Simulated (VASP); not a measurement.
MoS2:

```xyz
6
Lattice="3.1610 0.0000 0.0000 -1.5805 2.7375 0.0000 0.0000 0.0000 12.9098" Properties=species:S:1:pos:R:3 pbc="T T T"
Mo    0.0000    1.8250    3.2274
Mo    1.5805    0.9125    9.6823
S     1.5805    0.9125    4.7924
S     1.5805    0.9125    1.6624
S     0.0000    1.8250   11.2473
S     0.0000    1.8250    8.1173
```

The cell was built by a generator and needn't be a form met in nature.

Base run:

- Program: VASP 6.6.1
- Functional: PBEsol
- Potentials or basis: VASP PAW PBE potentials, release 64 (Mo_sv, S)
- Cutoff: 520 eV
- k mesh: 8 × 8 × 2
- Occupations: fermi-dirac, width 0.05 eV
- Spin: no spin polarisation

Its results: band gap on the k mesh 1.21 eV, indirect (least direct gap 2.00 eV); pressure -2.4 GPa; largest force 0.227 eV/Å.

The run is repeated on the same cell with these changes: functional from PBEsol to PBE; dispersion from none to D4. What comes out?

Band gap on the k mesh 1.24 eV, indirect (least direct gap 1.99 eV); pressure -1.2 GPa; largest force 0.017 eV/Å.

Several settings changed at once, so the effect can't be laid on one alone.

Caveats: the PAW data sets were made with another functional, which shifts forces and pressure a little (some runs); this functional lacks dispersion, which binds the layers, so the pressure and a relaxed spacing across them are unreliable (some runs).

A k mesh can miss the band edges.

Not every run made on this cell is shown here.
